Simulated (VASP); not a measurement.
Computed with LDA (Ceperley-Alder, Perdew-Zunger), VASP's LDA PAW potentials (set 64) (plane waves; VASP).

VASP input:

File POSCAR:
```
Ni3Fe
1
    3.3385650675     0.0000000000    -0.0000000000
    0.0000000000     3.3385650675     0.0000000000
    0.0000000000     0.0000000000     3.3385650675
Fe Ni
1 3
Direct
  0.0000000000   0.0000000000   0.0000000000
  0.0000000000   0.5000000000   0.5000000000
  0.5000000000   0.0000000000   0.5000000000
  0.5000000000   0.5000000000   0.0000000000
```

**INCAR**
```
# general
SYSTEM  = Ni3Fe
PREC    = Accurate
ENCUT   = 500
LREAL   = F
LASPH   = T

# electronic loop
EDIFF   = 1E-6
NELM    = 100
ALGO    = Normal
LMAXMIX = 4

# smearing
ISMEAR  = 1
SIGMA   = 0.1

# spin
ISPIN   = 2
MAGMOM  = 2.7 0.6 0.6 0.6

# ions
IBRION  = 2
NSW     = 40
ISIF    = 3
EDIFFG  = -0.02
PSTRESS = 300

# output
LWAVE   = F
LCHARG  = F
LORBIT  = 10
```

File KPOINTS:
```
Automatic mesh
0
Gamma
9 9 9
0 0 0
```

POTCAR, in this order: Fe Ni (LDA.64 set). Program: vasp_std.

Output of the run:

OSZICAR:
```
       N       E                     dE             d eps       ncg     rms          rms(c)
DAV:   1     0.238370857729E+03    0.23837E+03   -0.16938E+04  3700   0.219E+03
DAV:   2    -0.197010579179E+02   -0.25807E+03   -0.24884E+03  3532   0.375E+02
DAV:   3    -0.331204115739E+02   -0.13419E+02   -0.12861E+02  3547   0.121E+02
DAV:   4    -0.333047013603E+02   -0.18429E+00   -0.18378E+00  3846   0.153E+01
DAV:   5    -0.333106454400E+02   -0.59441E-02   -0.59437E-02  4935   0.231E+00    0.257E+01
DAV:   6    -0.294940145500E+02    0.38166E+01   -0.32134E+01  3551   0.899E+01    0.112E+01
DAV:   7    -0.290390357755E+02    0.45498E+00   -0.39755E+00  3650   0.344E+01    0.740E+00
DAV:   8    -0.292705583977E+02   -0.23152E+00   -0.20309E+00  4037   0.368E+01    0.967E+00
DAV:   9    -0.289145700817E+02    0.35599E+00   -0.61368E-01  4245   0.208E+01    0.292E+00
DAV:  10    -0.288863383997E+02    0.28232E-01   -0.51474E-02  5508   0.387E+00    0.646E-01
DAV:  11    -0.288855594472E+02    0.77895E-03   -0.58238E-03  5152   0.976E-01    0.223E-01
DAV:  12    -0.288855316116E+02    0.27836E-04   -0.36893E-04  3911   0.358E-01    0.141E-01
DAV:  13    -0.288854871880E+02    0.44424E-04   -0.34651E-04  4981   0.455E-01    0.671E-02
DAV:  14    -0.288854779739E+02    0.92141E-05   -0.38863E-05  4873   0.115E-01    0.253E-02
DAV:  15    -0.288854775054E+02    0.46844E-06   -0.65297E-06  3769   0.598E-02
   1 F= -.21917765E+02 E0= -.21918454E+02  d E =-.219178E+02  mag=     4.3997
```

File OUTCAR:
```
------------------------ aborting loop because EDIFF is reached ----------------------------------------
  FORCE on cell =-STRESS in cart. coord.  units (eV):
  Direction    XX          YY          ZZ          XY          YZ          ZX
  --------------------------------------------------------------------------------------
  Total        6.9085668      6.9085668      6.9085668     -0.0000000     -0.0000000      0.0000000
  in kB      297.4534501    297.4534501    297.4534501     -0.0000000     -0.0000000      0.0000000
  external PRESSURE =      -2.5465499 kB  Pullay stress =     300.0000000 kB
  volume of cell :       37.21
      direct lattice vectors                 reciprocal lattice vectors
     3.338565067  0.000000000  0.000000000     0.299529882  0.000000000  0.000000000
     0.000000000  3.338565067  0.000000000     0.000000000  0.299529882  0.000000000
     0.000000000  0.000000000  3.338565067     0.000000000  0.000000000  0.299529882
 POSITION                                       TOTAL-FORCE (eV/Angst)
 -----------------------------------------------------------------------------------
      0.00000      0.00000      0.00000         0.000000      0.000000      0.000000
      0.00000      1.66928      1.66928         0.000000      0.000000      0.000000
      1.66928      0.00000      1.66928         0.000000      0.000000      0.000000
      1.66928      1.66928      0.00000         0.000000      0.000000      0.000000
 -----------------------------------------------------------------------------------
    total drift:                                0.000000     -0.000000     -0.000000
  FREE ENERGIE OF THE ION-ELECTRON SYSTEM (eV)
  ---------------------------------------------------
  free  energy   TOTEN  =       -28.8854775054 eV

  energy  without entropy=      -28.8875437238  energy(sigma->0) =      -28.88616624
  enthalpy is  TOTEN    =       -21.9177652555 eV   P V=        6.9677122500

 total charge

# of ion       s       p       d       tot
------------------------------------------
    1        0.553   0.658   6.326   7.536
    2        0.591   0.689   8.441   9.721
    3        0.591   0.689   8.441   9.721
    4        0.591   0.689   8.441   9.721
--------------------------------------------------
tot          2.326   2.724  31.648  36.698

 magnetization (x)

# of ion       s       p       d       tot
------------------------------------------
    1        0.007   0.008   2.567   2.581
    2       -0.011  -0.032   0.626   0.583
    3       -0.011  -0.032   0.626   0.583
    4       -0.011  -0.032   0.626   0.583
--------------------------------------------------
tot         -0.027  -0.088   4.445   4.330

 reached required accuracy - stopping structural energy minimisation
```
(Selected blocks of OUTCAR.)

The compound is Ni3Fe in the L1_2 structure. It was relaxed first under an external pressure of 30 GPa.
